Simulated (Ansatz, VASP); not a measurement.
# Y2Si3O: VASP beside Ansatz

The input INCAR:

```
ALGO = Normal
EDIFF = 1E-6
ENCUT = 520
GGA = PE
ISIF = 2
ISMEAR = 0
LASPH = True
LCHARG = False
LREAL = False
LWAVE = False
NBANDS = 29
NELM = 60
PREC = Accurate
SIGMA = 0.1
```

File KPOINTS:

```
k-points
0
Gamma
  6 6 4
```

Contents of POSCAR:

```
Y2Si3O
1.0
    5.0487230700      0.0000000000      0.0000000000
   -2.5243615400      4.3723224400      0.0000000000
    0.0000000000      0.0000000000      5.1061805200
Y Si O
2 3 1
Direct
    0.3333333300      0.6666666700      0.5000000000
    0.6666666700      0.3333333300      0.5000000000
    0.5000000000      0.0000000000      0.0000000000
    0.0000000000      0.5000000000      0.0000000000
    0.5000000000      0.5000000000      0.0000000000
    0.0000000000      0.0000000000      0.0000000000
```

Input for Ansatz:

```yaml
crystal:
  lattice:
    - [5.04872307, 0.0, 0.0]
    - [-2.52436154, 4.37232244, 0.0]
    - [0.0, 0.0, 5.10618052]
  atoms:
    - { symbol: "Y", position: [0.33333333, 0.66666667, 0.5] }
    - { symbol: "Y", position: [0.66666667, 0.33333333, 0.5] }
    - { symbol: Si, position: [0.5, 0.0, 0.0] }
    - { symbol: Si, position: [0.0, 0.5, 0.0] }
    - { symbol: Si, position: [0.5, 0.5, 0.0] }
    - { symbol: O, position: [0.0, 0.0, 0.0] }
basis:
  ecutwfc: 420
kpoints:
  mp_grid: { grid: [6, 6, 4] }
hamiltonian:
  xc: pbe
scf:
  occupations: { method: gaussian, width: 0.1 }
  lower_state_search: "off"
output:
  forces: true
  stress: true
  eigenvalues: true
```

Alike in both runs: task single point; functional PBE; k mesh 6 × 6 × 4; occupations gaussian, width 0.1 eV; no spin polarisation.

|  | VASP | Ansatz |
| --- | --- | --- |
| version | VASP 6.6.1 | Ansatz 0.2.0 |
| potentials or method | VASP PAW PBE potentials, release 64 (Y_sv, Si, O) | scalar-relativistic, plane waves, PAW |
| plane-wave cutoff (eV) | 520 | 420 |
| valence electrons in the cell | 40 | 40 |

Ansatz gave:

| Quantity | Value |
| --- | --- |
| gap on the k mesh at the Fermi level (eV) | none |
| pressure (GPa) | 7.7 |
| largest component of the traceless stress (GPa) | 8.41 |

Which values does VASP return?

gap on the k mesh at the Fermi level (eV): none; pressure (GPa): 7.6; largest component of the traceless stress (GPa): 8.51.

A gap of «none» marks a metal or a gap that the smearing closes. The functional is the same, so the differences come from potentials, cutoffs and numerics.
